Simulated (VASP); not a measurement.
VASP runs on MnS share one base input (PBE GGA, plane waves, VASP's PBE PAW potentials (set 64)) and change the settings named in each case.

### INCAR
```
ALGO = Normal
DIPOL = 0.5 0.5 0.5
EDIFF = 1E-6
ENCUT = 300
GGA = PE
IDIPOL = 3
ISIF = 2
ISMEAR = -1
ISPIN = 2
LASPH = .TRUE.
LCHARG = .FALSE.
LDIPOL = .TRUE.
LMAXMIX = 4
LORBIT = 11
LREAL = Auto
LWAVE = .FALSE.
MAGMOM = 8*4.0 8*0.0
NELM = 100
PREC = Accurate
SIGMA = 0.136
SYSTEM = MnS
```

File POSCAR:
```
MnS
1.0
  5.0087430000   0.0000000000   0.0000000000
  0.0000000000   7.0834320000   0.0000000000
  0.0000000000   0.0000000000  19.3864000000
Mn S
8 8
Cart
  0.0000000000   0.3794665357   7.0000025392
  2.5043715000   2.1503245357   8.7954933616
  0.0000000000   3.9211825357   7.0000025392
  2.5043715000   5.6920405357   8.7954933616
  0.0000000000   3.9211825357  10.5909066384
  2.5043715000   5.6920405357  12.3863974608
  0.0000000000   0.3794665357  10.5909066384
  2.5043715000   2.1503245357  12.3863974608
  0.0000000000   5.6920405357   8.7954933616
  2.5043715000   3.9211825357   7.0000025392
  0.0000000000   2.1503245357   8.7954933616
  2.5043715000   0.3794665357   7.0000025392
  0.0000000000   2.1503245357  12.3863974608
  2.5043715000   0.3794665357  10.5909066384
  0.0000000000   5.6920405357  12.3863974608
  2.5043715000   3.9211825357  10.5909066384
```

### KPOINTS
```
Regular mesh
0
G
  3 3 1
```

POTCAR, in this order: Mn_pv S (PBE.64 set). Program: vasp_std.

```
change                                                                E(σ→0) (eV/atom)  largest force (eV/Å)
--------------------------------------------------------------------  ----------------  --------------------
base run                                                                       -6.8070                 0.674
IVDW = 10                                                                      -7.0046                 0.778
GGA = PS, IVDW = 10 (refused)                                                        -                     -
IVDW = 11                                                                      -6.9938                 0.658
IVDW = 12                                                                      -7.1234            (withheld)
GGA removed, IVDW = 12, LMIXTAU = .TRUE., METAGGA = R2SCAN (refused)                 -                     -
IVDW = 13                                                                      -7.1325            (withheld)
```

### Question
What belongs in the gaps?

### Answer

- IVDW = 12, largest force (eV/Å): 0.700
- IVDW = 13, largest force (eV/Å): 0.696

Energies of different potentials or functionals have different zeros.  The cell holds a wide vacuum, so values per volume refer to the whole cell. The moments were started parallel, and other spin orders were not tried in this run.

Left out are runs that ran out of time, are held back, or changed the cell or the kind of run, fixed moments of cells without a moment, rows past the twelfth, gaps on odd meshes, pressures of charged cells and columns that move by less than the noise.

The cell is a sheet or thin cut with vacuum, built from a generated structure.
